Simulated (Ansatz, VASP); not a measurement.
# Two plane-wave programs on Be2H3Br

```
CELL_PARAMETERS angstrom
3.06757 1.77107 2.23467
-3.06757 1.77107 2.23467
0.00000 -3.54213 2.23467
ATOMIC_POSITIONS crystal
Be 0.33704 0.33704 0.33704
Be 0.66296 0.66296 0.66296
H 0.50000 0.00000 0.00000
H 0.00000 0.50000 0.00000
H 0.00000 0.00000 0.50000
Br 0.00000 0.00000 0.00000
```

Change from the starting cell: species swapped into the Dy2FeCo3 type (R-3m, No. 166).

Alike in both runs: functional PBE; k mesh 12 × 12 × 12; occupations gaussian, width 0.1 eV; no spin polarisation.

Ansatz relaxed the structure, and its values are those at the end. VASP's run is a single point on that final structure, the one shown.

|  | VASP | Ansatz |
| --- | --- | --- |
| version | VASP 6.6.1 | Ansatz 0.2.0 |
| potentials or method | VASP PAW PBE potentials, release 64 (Be, H, Br) | scalar-relativistic, plane waves, PAW |
| plane-wave cutoff (eV) | 520 | 420 |
| valence electrons in the cell | 14 | 14 |

```csv
,VASP,Ansatz,Ansatz less VASP
gap on the k mesh at the Fermi level (eV),none,none,-
pressure (GPa),-0.1,0.0,+0.08
```

A gap of «none» marks a metal or a gap that the smearing closes. The functional is the same, so the differences come from potentials, cutoffs and numerics.
